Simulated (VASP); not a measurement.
Input:

```
Li2O
1.0
    0.00000     2.28368     2.28368
    2.28368     0.00000     2.28368
    2.28368     2.28368     0.00000
Li O
2 1
Direct
  0.25000   0.25000   0.25000
  0.75000   0.75000   0.75000
  0.00000   0.00000   0.00000
```

All values below come from r2SCAN+rVV10, VASP's PBE PAW potentials (set 64) (plane waves; VASP). Settings: 520 eV cut-off, 9×9×9 Γ-centred mesh, tetrahedra with Blöchl corrections, potentials Li_sv O.

**Question.** Estimate the energy per atom (σ→0), band gap (over mesh and band path) with the smallest direct gap where there is one.

**Answer.** 
```json
{
  "band gap (over mesh and band path)": "5.67 eV",
  "smallest direct gap (over mesh and band path)": "6.32 eV",
  "energy per atom (σ→0)": "-5.491 eV/atom"
}
```

The absolute energy has meaning only against runs of the same code, potentials and settings.

The compound is Li2O in the antifluorite structure. It was relaxed first.
